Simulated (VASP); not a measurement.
Output of a VASP run:

### OSZICAR
```
       N       E                     dE             d eps       ncg     rms          rms(c)
DAV:   1     0.177086550423E+02    0.17709E+02   -0.30773E+03   320   0.744E+02
DAV:   2    -0.797155707102E+01   -0.25680E+02   -0.25176E+02   464   0.889E+01
DAV:   3    -0.874618007604E+01   -0.77462E+00   -0.77462E+00   384   0.203E+01
DAV:   4    -0.875120155812E+01   -0.50215E-02   -0.50215E-02   488   0.188E+00
DAV:   5    -0.875121352519E+01   -0.11967E-04   -0.11967E-04   400   0.708E-02    0.538E+00
DAV:   6    -0.838955865419E+01    0.36165E+00   -0.10456E+00   344   0.417E+00    0.318E+00
DAV:   7    -0.834294633287E+01    0.46612E-01   -0.23617E-01   440   0.223E+00    0.127E+00
DAV:   8    -0.833925247442E+01    0.36939E-02   -0.15686E-02   360   0.749E-01    0.226E-01
DAV:   9    -0.833949462092E+01   -0.24215E-03   -0.12332E-03   440   0.213E-01    0.129E-01
DAV:  10    -0.833973299166E+01   -0.23837E-03   -0.31961E-04   360   0.128E-01    0.147E-02
DAV:  11    -0.833974971655E+01   -0.16725E-04   -0.38212E-05   488   0.367E-02    0.166E-02
DAV:  12    -0.833975152334E+01   -0.18068E-05   -0.54846E-06   368   0.148E-02    0.942E-04
DAV:  13    -0.833975151174E+01    0.11606E-07   -0.13151E-07   272   0.259E-03
   1 F= -.83397515E+01 E0= -.83397515E+01  d E =-.833975E+01
```

File OUTCAR:
```
------------------------ aborting loop because EDIFF is reached ----------------------------------------
  FORCE on cell =-STRESS in cart. coord.  units (eV):
  Direction    XX          YY          ZZ          XY          YZ          ZX
  --------------------------------------------------------------------------------------
  Total        0.0013451      0.0013451      0.0013451      0.0000000      0.0000000      0.0000000
  in kB        0.0399140      0.0399140      0.0399140      0.0000000      0.0000000      0.0000000
  external PRESSURE =       0.0399140 kB  Pullay stress =       0.0000000 kB
  volume of cell :       53.99
      direct lattice vectors                 reciprocal lattice vectors
     0.000000000  2.999880433  2.999880433    -0.166673310  0.166673310  0.166673310
     2.999880433  0.000000000  2.999880433     0.166673310 -0.166673310  0.166673310
     2.999880433  2.999880433  0.000000000     0.166673310  0.166673310 -0.166673310
  FREE ENERGIE OF THE ION-ELECTRON SYSTEM (eV)
  ---------------------------------------------------
  free  energy   TOTEN  =        -8.3397515117 eV

  energy  without entropy=       -8.3397515115  energy(sigma->0) =       -8.33975151

 reached required accuracy - stopping structural energy minimisation
```
(Selected blocks of OUTCAR.)

### POSCAR
```
InP
1
    0.0000000000     2.9998804334     2.9998804334
    2.9998804334    -0.0000000000     2.9998804334
    2.9998804334     2.9998804334    -0.0000000000
In P
1 1
Direct
  0.0000000000   0.0000000000   0.0000000000
  0.2500000000   0.2500000000   0.2500000000
```

Reconstruct the remaining input files.

One answer among several that fit: the input of the run itself, PBE GGA, plane waves, VASP's PBE PAW potentials (set 64).

File KPOINTS:
```
Automatic mesh
0
Gamma
7 7 7
0 0 0
```

### INCAR
```
SYSTEM = InP
PREC = Accurate; ENCUT = 480; LREAL = .FALSE.
LASPH = .TRUE.
EDIFF = 1E-6; NELM = 100; ALGO = Normal
LMAXMIX = 4
ISMEAR = 0; SIGMA = 0.05
GGA = PE
IBRION = 2; NSW = 60; ISIF = 3
EDIFFG = -0.01
LWAVE = .FALSE.; LCHARG = .FALSE.
```

POTCAR, in this order: In P (PBE.64 set). Program: vasp_std.

The compound is InP in the zinc blende structure. It was relaxed first, which changed the volume by +7 %. The start is the result of an earlier pass.
